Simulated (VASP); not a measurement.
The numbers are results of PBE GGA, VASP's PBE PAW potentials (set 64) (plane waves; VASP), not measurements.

A VASP calculation is set up with these files.

### INCAR
```
SYSTEM=RuSe
PREC=Accurate; ENCUT=400; LREAL=.False.
LASPH=.True.
EDIFF=1E-6; NELM=100; ALGO=Normal
LMAXMIX=4
ISMEAR=0; SIGMA=0.05
GGA=PE
ISIF=2
LWAVE=.False.; LCHARG=.False.
```

### POSCAR
```
RuSe
1
    2.9937560000     0.0000000000     0.0000000000
    0.0000000000     2.9937560000     0.0000000000
    0.0000000000     0.0000000000     2.9937560000
Ru Se
1 1
Direct
  0.0000000000   0.0000000000   0.0000000000
  0.5000000000   0.5000000000   0.5000000000
```

### KPOINTS
```
Automatic mesh
0
G
8 8 8
0 0 0
```

POTCAR, in this order: Ru_pv Se (PBE.64 set). Program: vasp_std.

What VASP printed:

File OSZICAR:
```
       N       E                     dE             d eps       ncg     rms          rms(c)
DAV:   1     0.133462344920E+03    0.13346E+03   -0.10138E+04   980   0.117E+03
DAV:   2    -0.880186925284E+01   -0.14226E+03   -0.14019E+03  1124   0.339E+02
DAV:   3    -0.120559001072E+02   -0.32540E+01   -0.32037E+01  1192   0.518E+01
DAV:   4    -0.120796318574E+02   -0.23732E-01   -0.23728E-01  1190   0.432E+00
DAV:   5    -0.120800044540E+02   -0.37260E-03   -0.37259E-03  1222   0.420E-01    0.166E+01
DAV:   6    -0.118859550373E+02    0.19405E+00   -0.14112E+00   998   0.129E+01    0.805E+00
DAV:   7    -0.118432156597E+02    0.42739E-01   -0.30814E-01   992   0.609E+00    0.531E+00
DAV:   8    -0.118250146789E+02    0.18201E-01   -0.70755E-02  1046   0.288E+00    0.367E-01
DAV:   9    -0.118248778880E+02    0.13679E-03   -0.13249E-03  1106   0.292E-01    0.979E-02
DAV:  10    -0.118248436082E+02    0.34280E-04   -0.35470E-04  1118   0.199E-01    0.252E-02
DAV:  11    -0.118248400149E+02    0.35933E-05   -0.58567E-06  1142   0.296E-02    0.697E-03
DAV:  12    -0.118248400725E+02   -0.57616E-07   -0.39745E-07   532   0.705E-03
   1 F= -.11824840E+02 E0= -.11823435E+02  d E =-.280989E-02
```

File OUTCAR:
```
------------------------ aborting loop because EDIFF is reached ----------------------------------------
  FORCE on cell =-STRESS in cart. coord.  units (eV):
  Direction    XX          YY          ZZ          XY          YZ          ZX
  --------------------------------------------------------------------------------------
  Total        5.4162964      5.4162964      5.4162964     -0.0000000     -0.0000000      0.0000000
  in kB      323.4177136    323.4177136    323.4177136     -0.0000000     -0.0000000      0.0000000
  external PRESSURE =     323.4177136 kB  Pullay stress =       0.0000000 kB
  volume of cell :       26.83
      direct lattice vectors                 reciprocal lattice vectors
     2.993756000  0.000000000  0.000000000     0.334028558  0.000000000  0.000000000
     0.000000000  2.993756000  0.000000000     0.000000000  0.334028558  0.000000000
     0.000000000  0.000000000  2.993756000     0.000000000  0.000000000  0.334028558
 POSITION                                       TOTAL-FORCE (eV/Angst)
 -----------------------------------------------------------------------------------
      0.00000      0.00000      0.00000         0.000000      0.000000      0.000000
      1.49688      1.49688      1.49688         0.000000      0.000000      0.000000
 -----------------------------------------------------------------------------------
    total drift:                               -0.000000      0.000000     -0.000000
  FREE ENERGIE OF THE ION-ELECTRON SYSTEM (eV)
  ---------------------------------------------------
  free  energy   TOTEN  =       -11.8248400725 eV

  energy  without entropy=      -11.8220301800  energy(sigma->0) =      -11.82343513
```
(Selected blocks of OUTCAR.)

### OUTCAR
```
 val. band max:       12.6826826679   @ k =   0.1250   0.1250   0.1250

 cond. band min:      12.7163087984   @ k =   0.2500   0.2500   0.1250


 Fermi energy:        12.7129505573

 k-point     1 :       0.0000    0.0000    0.0000
  band No.  band energies     occupation
      1     -30.3017      2.00000
      2     -30.3017      2.00000
      3     -30.3017      2.00000
      4      -5.0983      2.00000
      5       7.6768      2.00000
      6       7.6768      2.00000
      7      10.8433      2.00000
      8      10.8433      2.00000
      9      10.8433      2.00000
     10      11.4927      2.00000
     11      11.4927      2.00000
     12      11.4927      2.00000
     13      16.9915      0.00000
     14      21.7497      0.00000

 k-point     2 :       0.1250    0.0000    0.0000
  band No.  band energies     occupation
      1     -30.3348      2.00000
      2     -30.2989      2.00000
      3     -30.2989      2.00000
      4      -4.8666      2.00000
      5       7.1401      2.00000
      6       7.7836      2.00000
      7       9.8519      2.00000
      8       9.8519      2.00000
      9      10.4999      2.00000
     10      11.5268      2.00000
     11      12.6696      1.78000
     12      12.6696      1.78000
     13      17.9222      0.00000
     14      21.0902      0.00000

 k-point     3 :       0.2500    0.0000    0.0000
  band No.  band energies     occupation
      1     -30.4138      2.00000
      2     -30.2914      2.00000
      3     -30.2914      2.00000
      4      -4.2234      2.00000
      5       5.3744      2.00000
      6       8.0609      2.00000
      7       8.8645      2.00000
      8       8.8645      2.00000
      9      11.0131      2.00000
     10      11.6109      2.00000
     11      14.2250      0.00000
     12      14.2250      0.00000
     13      18.9300      0.00000
     14      19.7380      0.00000

 k-point     4 :       0.3750    0.0000    0.0000
  band No.  band energies     occupation
...
```

The structure was generated: RuSe was put into the CsCl type (Pm-3m), which need not be its known phase. The cell was not relaxed at this level.
